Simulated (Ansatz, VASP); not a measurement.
# H18C11O9 (amorphous polycarbonate of ethylene at 300 K) in two plane-wave programs, part 2 of 2

One calculation is typed for both programs; each brings its own data sets. How far apart do they land? Of the first pair: The structure shown is the start of the Ansatz relaxation below; VASP solves that cell, so the two are compared at the walk's first step.

VASP 6.6.1 and Ansatz 0.2.0.

So far. Step 3 (VASP: single point, LDA, start cell, pair 1): The run ends at a pressure of -6.54 GPa, with forces up to 1.5 eV/Å.

### Step 5. Ansatz: relaxation, LDA

Level of this step: Ansatz beside VASP: Kohn-Sham DFT, plane waves, LDA (Ansatz).

This run makes the geometry at which the two programs are then compared.

The structure compared here is the end of the Ansatz relaxation.

The input, input.yaml:

```yaml
crystal:
  lattice:
    - [11.17036, 0.11231, -0.17947]
    - [0.11231, 10.96256, 0.12214]
    - [-0.17947, 0.12214, 11.50304]
  atoms:
    - { symbol: C, position: [0.08624, 0.53586, 0.86845] }
    - { symbol: O, position: [0.09077, 0.46303, 0.76487] }
    - { symbol: C, position: [0.01524, 0.36864, 0.76096] }
    - { symbol: O, position: [0.94679, 0.33693, 0.83762] }
    - { symbol: O, position: [0.02753, 0.31454, 0.65758] }
    - { symbol: C, position: [0.94003, 0.22327, 0.62848] }
    - { symbol: C, position: [0.96487, 0.18097, 0.50732] }
    - { symbol: O, position: [0.0791, 0.11473, 0.51098] }
    - { symbol: C, position: [0.09851, 0.04646, 0.4169] }
    - { symbol: O, position: [0.02889, 0.03471, 0.33312] }
    - { symbol: O, position: [0.20782, 0.9907, 0.4316] }
    - { symbol: C, position: [0.2468, 0.92378, 0.33144] }
    - { symbol: C, position: [0.27929, 0.00842, 0.23129] }
    - { symbol: O, position: [0.38758, 0.07381, 0.25789] }
    - { symbol: C, position: [0.37342, 0.18902, 0.29595] }
    - { symbol: O, position: [0.27735, 0.24187, 0.31374] }
    - { symbol: O, position: [0.48382, 0.23512, 0.30998] }
    - { symbol: C, position: [0.49272, 0.35881, 0.35384] }
    - { symbol: C, position: [0.61005, 0.36683, 0.42514] }
    - { symbol: C, position: [0.72203, 0.37463, 0.35109] }
    - { symbol: H, position: [0.00419, 0.59725, 0.86219] }
    - { symbol: H, position: [0.0842, 0.47665, 0.94931] }
    - { symbol: H, position: [0.16854, 0.59233, 0.86888] }
    - { symbol: H, position: [0.94623, 0.14569, 0.6945] }
    - { symbol: H, position: [0.84736, 0.26556, 0.63029] }
    - { symbol: H, position: [0.97075, 0.26144, 0.44519] }
    - { symbol: H, position: [0.89034, 0.12211, 0.47378] }
    - { symbol: H, position: [0.17351, 0.8624, 0.29967] }
    - { symbol: H, position: [0.32733, 0.86852, 0.36343] }
    - { symbol: H, position: [0.20374, 0.07394, 0.20727] }
[... 116 atom lines left out ...]
    - { symbol: H, position: [0.97618, 0.02992, 0.891] }
    - { symbol: H, position: [0.11375, 0.801, 0.80228] }
    - { symbol: H, position: [0.00494, 0.89272, 0.71978] }
    - { symbol: H, position: [0.25368, 0.98379, 0.81952] }
    - { symbol: H, position: [0.21636, 0.95422, 0.66767] }
    - { symbol: H, position: [0.14438, 0.07937, 0.7389] }
kpoints:
  mp_grid: { grid: [1, 1, 1] }
hamiltonian:
  xc: lda
scf:
  occupations: { method: fixed }
output:
  forces: true
  eigenvalues: true
  stress: true
relax:
  f_tol: 0.05
  max_steps: 70
```

Started as:

```console
$ ansatz run input.yaml --threads 4 --pin off --max-ram 8192MiB --backend cpu --events-out ev --progress --plain --runs-dir out
```

Numbers of over 12 decimals in the logs are rounded to 6 here.

The program printed:

```text
[...]
Crystal: 152 atoms, lattice volume = 1407.944 Å³
Basis set: ecut = 420 eV, 27547 PW (Γ)
Bands: 384, of which v1, the nominal top of the filled ones, is band 232 counted from 1 (231 counted from 0)
Symmetry: 1 space group operations
[...]
k-points: 1
[...]
SCF iter   1: F=—  HF=-31788.514899 eV  |F-HF|=—  |Δ(HF+E_count)|=         —  Δρ=1.13e-2  dr2=1.42e0  ethr=1.77e-3  ⟨swp⟩=5.0  Hψ=1322  notcnv=0  defer=148
[...]
- { symbol: O, position: [0.876361, 0.683862, 0.021225] }
    - { symbol: C, position: [0.966969, 0.758766, 0.00684732] }
    - { symbol: O, position: [0.066262, 0.746515, 0.051307] }
    - { symbol: O, position: [0.929724, 0.849063, 0.935556] }
    - { symbol: C, position: [0.019008, 0.931566, 0.899024] }
    - { symbol: C, position: [0.074669, 0.889473, 0.789384] }
    - { symbol: C, position: [0.171226, 0.974517, 0.751713] }
[...]
- { symbol: H, position: [0.00368617, 0.881279, 0.721081] }
    - { symbol: H, position: [0.245045, 0.978401, 0.817533] }
    - { symbol: H, position: [0.209672, 0.946189, 0.669171] }
    - { symbol: H, position: [0.136263, 0.068656, 0.736838] }
```

### Step 6. VASP: single point, LDA, relaxed cell, pair 2

The same cell, functional (in two slightly different forms) and mesh now go to VASP, with its own data sets.

The input, INCAR:

```
SYSTEM = H18C11O9
PREC = Accurate
ENCUT = 600
EDIFF = 1E-06
NELM = 120
ISMEAR = 0
SIGMA = 0.01
LREAL = Auto
ALGO = Normal
GGA = PW92
NBANDS = 338
LORBIT = 11
LWAVE = .FALSE.
LCHARG = .FALSE.
ISIF = 2
LASPH = .TRUE.
GGA_COMPAT = .FALSE.
EFERMI = MIDGAP
```

The input, POSCAR:

```
H18C11O9
1.0
   11.1703600000      0.1123100000     -0.1794700000
    0.1123100000     10.9625600000      0.1221400000
   -0.1794700000      0.1221400000     11.5030400000
C O H
44 36 72
Direct
    0.0840600000      0.5360600000      0.8604900000
    0.0145200000      0.3738800000      0.7526800000
    0.9442500000      0.2292200000      0.6230500000
    0.9696200000      0.1869400000      0.5045400000
    0.1046100000      0.0577100000      0.4168900000
    0.2517200000      0.9344700000      0.3385700000
    0.2851900000      0.0131300000      0.2375000000
    0.3767200000      0.1925100000      0.2967400000
    0.4921800000      0.3599500000      0.3529100000
    0.6081700000      0.3706900000      0.4205400000
    0.7169000000      0.3722900000      0.3460300000
    0.3466100000      0.7357400000      0.5964300000
    0.3624100000      0.7562400000      0.7979500000
    0.3394000000      0.7792000000      0.9986400000
    0.4082700000      0.6923100000      0.0797400000
    0.5056700000      0.7086400000      0.2597000000
    0.5992500000      0.7374500000      0.4386400000
    0.7239400000      0.7651000000      0.4031400000
    0.7296400000      0.9793800000      0.3600500000
    0.6655800000      0.0420900000      0.1730500000
    0.5903000000      0.9939100000      0.0753200000
    0.6442800000      0.8835900000      0.0192000000
    0.7009100000      0.9216400000      0.7172000000
    0.5384100000      0.0412600000      0.6547400000
    0.3790600000      0.1703700000      0.5997600000
    0.3218300000      0.2870800000      0.6349400000
    0.4534300000      0.4351700000      0.7038600000
    0.6031500000      0.5737400000      0.7496800000
    0.7218400000      0.5103000000      0.7697000000
    0.8615600000      0.5969400000      0.6479000000
[... 116 atom lines left out ...]
    0.9718600000      0.0204600000      0.8854800000
    0.1122000000      0.7963100000      0.8050000000
    0.0036900000      0.8812800000      0.7210800000
    0.2450500000      0.9784000000      0.8175300000
    0.2096700000      0.9461900000      0.6691700000
    0.1362600000      0.0686600000      0.7368400000
```

The input, KPOINTS:

```
Automatic mesh
0
Gamma
1 1 1
0 0 0
```

PAW data sets: C, O and H (LDA family, release 64).

Started as:

```console
$ export OMP_NUM_THREADS=3
$ mpirun -np 1 vasp_gam
```

The program printed:

```text
[banner, memory and clock lines left out]
running    1 mpi-ranks, on    1 nodes
[...]
Offloading initialized ...    1 GPUs detected
[...]
[... a notice as in an earlier step ...]

 LDA part: xc-table for (Slater(with rela. corr.)+PW92), standard interpolation
 POSCAR, INCAR and KPOINTS ok, starting setup
[...]
entering main loop
       N       E                     dE             d eps       ncg     rms          rms(c)
DAV:   1     0.380967966176E+04    0.38097E+04   -0.28102E+05   684   0.147E+03
DAV:   2    -0.652334830301E+03   -0.44620E+04   -0.42168E+04   846   0.334E+02
DAV:   3    -0.104764649810E+04   -0.39531E+03   -0.39160E+03   832   0.102E+02
DAV:   4    -0.105628505996E+04   -0.86386E+01   -0.85994E+01   840   0.164E+01
[...]
DAV:  16    -0.976634919973E+03    0.24885E-04   -0.30760E-05   832   0.288E-02    0.785E-03
DAV:  17    -0.976634915365E+03    0.46085E-05   -0.35626E-05   848   0.190E-02    0.548E-03
DAV:  18    -0.976634915139E+03    0.22609E-06   -0.87655E-06   840   0.758E-03
   1 F= -.97663492E+03 E0= -.97663492E+03  d E =0.000000E+00
```

OUTCAR, selected parts (step 6):

```text
  FREE ENERGIE OF THE ION-ELECTRON SYSTEM (eV)
  ---------------------------------------------------
  free  energy   TOTEN  =      -976.6349151387 eV

  energy  without entropy=     -976.6349151387  energy(sigma->0) =     -976.63491514
```

The run ends at a pressure of 0.04 GPa, with forces up to 0.54 eV/Å.

### Step 7. Differences

What differs besides the data sets and the points named for the pairs above, as far as they apply: the cutoff is 420 eV in Ansatz and 600 eV in VASP (PREC = Accurate, projectors in real space). Total energies have different zeros and are not compared.

The two programs side by side:

```csv
quantity,Ansatz,VASP,difference
pressure (GPa),-0.44,0.04,-0.48
gap on the k mesh (eV),5.741,5.747,-0.005
```

Forces on 7 of the 152 atoms, those with the largest forces and the largest differences (eV/Å; atoms numbered as in POSCAR):

```csv
atom,"Ansatz x, y, z","VASP x, y, z"
O49,"0.006, 0.002, 0.007","-0.319, -0.060, -0.422"
O52,"0.016, -0.006, -0.009","-0.445, 0.242, 0.071"
O55,"-0.001, -0.001, 0.000","0.407, 0.346, -0.029"
O58,"-0.003, 0.002, -0.002","0.297, -0.434, -0.091"
O61,"-0.003, -0.002, 0.003","0.084, 0.509, 0.158"
O70,"-0.010, -0.009, -0.010","0.039, 0.426, 0.299"
O76,"-0.001, 0.002, -0.002","0.211, -0.495, -0.019"
```

The forces differ by 113 meV/Å r.m.s., where the r.m.s. force is 0.009 eV/Å in Ansatz and 0.110 eV/Å in VASP: the atoms lie near their places of rest in Ansatz, so a percentage would say little (all taken over all components). A gap on the mesh is an upper bound, since the band edges may lie between its points.

### Step 8. What came out

```json
{
  "r.m.s. force difference (single point, LDA, start cell, pair 1)": "25 % of the r.m.s. force",
  "r.m.s. force difference (single point, LDA, relaxed cell, pair 2)": "113 meV/Å"
}
```

**Reading.** The r.m.s. force difference is 113 meV/Å (single point, LDA, relaxed cell, pair 2), beyond the 12 meV/Å picked in this series as the mark of a large difference. What causes the difference of the single point, LDA, start cell, pair 1 pair stays open here. What causes the difference of the single point, LDA, relaxed cell, pair 2 pair stays open here. Such differences can come from data sets, numerical settings and the points named under the comparisons, not from the functional's error against experiment.

[Lines on the potential files, build, host, timing and source positions are cut from VASP's logs without a mark.]

[Logs are printed without paths, hosts, clocks, repeated set-up lines and the standing remarks that a program may print on its own settings, such as how far it seeks lower states.]

[Hosts, paths, dates, database ids (printed as entryN), source tags and the programs' standing remarks are cut or masked in the printed files.]
